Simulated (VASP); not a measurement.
Consider the following.

```
CELL_PARAMETERS angstrom
      1.75069    -3.03229     0.00000
      1.75069     3.03229     0.00000
      0.00000     0.00000    13.76579
ATOMIC_POSITIONS crystal
  Te 0.33333 0.66667 0.88192
  Te 0.66667 0.33333 0.38192
  Te 0.66667 0.33333 0.11808
  Te 0.33333 0.66667 0.61808
  Mo 0.33333 0.66667 0.25000
  Mo 0.66667 0.33333 0.75000
```

Calculation: PBE GGA with D4 dispersion, VASP's PBE PAW potentials (set 64) (plane waves; VASP). Run with 520 eV cut-off, Gaussian smearing of 0.050 eV, potentials Te Mo_sv.

Unless said otherwise, spin-orbit coupling is left out, though it shifts the bands of the heavy elements here.

Estimate the band gap (along the path) with the smallest direct gap where there is one.

```yaml
band gap (along the path): 0.63 eV
smallest direct gap (along the path): 1.07 eV
```

The absolute energy has meaning only against runs of the same code, potentials and settings.

The compound is MoTe2 in the 2H layered structure. It was relaxed first.
